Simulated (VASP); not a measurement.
Si3C: equilibrium volume by level of theory

Symmetry: P6/mmm, No. 191, hexagonal system. The conventional cell has a = 4.915 Å, b = 4.915 Å, c = 2.433 Å, α = 90.00°, β = 90.00°, γ = 120.00°. Around Si (site symmetry mmm) lie 6 Si at 2.43 to 2.46 Å and 2 C at 2.46 Å. Around C (site symmetry 6/mmm) lie 2 C at 2.43 Å and 6 Si at 2.46 Å.

The cell comes from a database or a generator and needn't be the stable form of this composition.

| rung | level | program and potentials | cutoff (eV) | k mesh | smearing | equilibrium volume (Å³/atom) | notes |
| --- | --- | --- | --- | --- | --- | --- | --- |
| GGA | PBE | VASP, PBE PAW files C, Si, 600 eV | 600 | 5 × 5 × 8 | fermi-dirac 0.05 | 12.64 | - |
| GGA + dispersion | PBE+D3(BJ) | VASP, PBE PAW files C, Si, 600 eV | 600 | 5 × 5 × 8 | fermi-dirac 0.05 | 12.22 | - |
| GGA + dispersion | PBE+D3(zero damping) | VASP, PBE PAW files C, Si, 600 eV | 600 | 5 × 5 × 8 | fermi-dirac 0.05 | 12.45 | - |
| GGA + dispersion | PBE+D4 | VASP, PBE PAW files C, Si, 600 eV | 600 | 5 × 5 × 8 | fermi-dirac 0.05 | 12.28 | - |
| GGA + dispersion | PBE+MBD | VASP, PBE PAW files C, Si, 600 eV | 600 | 5 × 5 × 8 | fermi-dirac 0.05 | 12.15 | - |
| GGA + dispersion | PBE+MBD-FI | VASP, PBE PAW files C, Si, 600 eV | 600 | 5 × 5 × 8 | fermi-dirac 0.05 | 12.14 | - |
| GGA + dispersion | PBE+TS-HI | VASP, PBE PAW files C, Si, 600 eV | 600 | 5 × 5 × 8 | fermi-dirac 0.05 | 12.17 | - |
| GGA + dispersion | PBE+dDsC | VASP, PBE PAW files C, Si, 600 eV | 600 | 5 × 5 × 8 | fermi-dirac 0.05 | 12.30 | - |
| non-local van der Waals functional | PBE+rVV10 | VASP, PBE PAW files C, Si, 600 eV | 600 | 5 × 5 × 8 | fermi-dirac 0.05 | 12.58 | - |

Task: relaxation of cell and atoms. All rows: no spin polarisation. Smearing widths are in eV. For a metal such meshes aren't converged. Meshes are those of the run's cell of 4 atoms unless a note names another. Relaxations start from the cell shown or near it and stop with a little pressure left. Runs on faulty files, with rough fits or with known faults for this quantity aren't shown. No row holds spin-orbit coupling.

By rung: GGA 12.64; GGA + dispersion 12.14 to 12.45; non-local van der Waals functional 12.58 (Å³/atom).
